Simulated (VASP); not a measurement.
## SnO (relaxed from the WC structure, space group P-6m2): computed properties

Method: r2SCAN meta-GGA, VASP's PBE PAW potentials (set 64) (plane waves; VASP 6.6.1).

```
Item                                                                                   Result
----------------------------------  ---------------------------------------------------------
space group                                                                       P-6m2 (187)
cell                                a = b = 3.318 Å, c = 3.292 Å, α = β = 90.00°, γ = 120.00°
volume per atom                                                                15.69 Å^3/atom
band gap (over mesh and band path)                   none (metal, semimetal or under 0.01 eV)
density                                                                            7.13 g/cm³
```

```cif
data_OSn
_chemical_formula_sum 'Sn1 O1'
_space_group_name_H-M_alt 'P 1'
_space_group_IT_number 1
_cell_length_a 3.31838
_cell_length_b 3.31838
_cell_length_c 3.29153
_cell_angle_alpha 90.000
_cell_angle_beta 90.000
_cell_angle_gamma 120.000
loop_
_space_group_symop_operation_xyz
  'x, y, z'
loop_
_atom_site_label
_atom_site_type_symbol
_atom_site_fract_x
_atom_site_fract_y
_atom_site_fract_z
_atom_site_occupancy
Sn1 Sn 0.00000 0.00000 0.00000 1
O1 O 0.66667 0.33333 0.50000 1
```

Unless said otherwise, spin-orbit coupling is left out, though it shifts the bands of the heavy elements here.

The structure was generated: SnO was put into the WC type (P-6m2), which need not be its known phase. It was relaxed first, which changed the volume by +20 %. Symmetry was kept, so distortions that lower it aren't found.
